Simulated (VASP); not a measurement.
A convergence study with VASP on Na (bcc): one setting is varied, all else stays as given below, so the limit is that of these other settings.

```xyz
1
Lattice="-2.1300 2.1300 2.1300 2.1300 -2.1300 2.1300 2.1300 2.1300 -2.1300" Properties=species:S:1:pos:R:3 pbc="T T T"
Na     0.0000     0.0000     0.0000
```

Calculation: PBE GGA, VASP's PBE PAW potentials (set 64) (plane waves; VASP). The tightest run used: 550 eV cut-off, 22×22×22 Γ-centred mesh, tetrahedra with Blöchl corrections, potentials Na_pv.

The settings run are 3×3×3 mesh; 4×4×4 mesh; 5×5×5 mesh; 6×6×6 mesh; 7×7×7 mesh; 8×8×8 mesh; 9×9×9 mesh; 10×10×10 mesh; 11×11×11 mesh; 12×12×12 mesh; 13×13×13 mesh; 14×14×14 mesh; 15×15×15 mesh; 16×16×16 mesh; 17×17×17 mesh; 18×18×18 mesh; 19×19×19 mesh; 20×20×20 mesh; 21×21×21 mesh; 22×22×22 mesh. From which on does the stress (every component) stay within 0.1 GPa of the tightest run?

From 4×4×4 mesh on: it is off by 0.07 there and by no more than 0.1 in any finer run, while 3×3×3 mesh is off by 0.20.
```
setting        E (eV/atom)  pressure (GPa)  irreducible k-points  difference judged (GPa)
-------------  -----------  --------------  --------------------  -----------------------
3×3×3 mesh         -1.4044           -0.52                     4                     0.20
4×4×4 mesh         -1.3583           -0.39                     8                     0.07
5×5×5 mesh         -1.3223           -0.34                    10                     0.02
6×6×6 mesh         -1.3252           -0.33                    16                     0.01
7×7×7 mesh         -1.3109           -0.31                    20                     0.01
8×8×8 mesh         -1.3093           -0.31                    29                     0.01
9×9×9 mesh         -1.3087           -0.31                    35                     0.01
10×10×10 mesh      -1.3087           -0.31                    47                     0.01
11×11×11 mesh      -1.3088           -0.31                    56                     0.01
12×12×12 mesh      -1.3091           -0.32                    72                     0.00
13×13×13 mesh      -1.3088           -0.32                    84                     0.00
14×14×14 mesh      -1.3093           -0.32                   104                     0.00
15×15×15 mesh      -1.3092           -0.32                   120                     0.00
16×16×16 mesh      -1.3094           -0.32                   145                     0.00
17×17×17 mesh      -1.3094           -0.32                   165                     0.00
18×18×18 mesh      -1.3093           -0.32                   195                     0.00
19×19×19 mesh      -1.3094           -0.32                   220                     0.00
20×20×20 mesh      -1.3093           -0.32                   256                     0.00
21×21×21 mesh      -1.3093           -0.32                   286                     0.00
22×22×22 mesh      -1.3093           -0.32                   328                     0.00
```

Left out are rungs that failed or repeat a setting and relaxations that didn't move; long series are thinned to 24 rows.

The compound is Na in the bcc structure. The cell was not relaxed at this level.
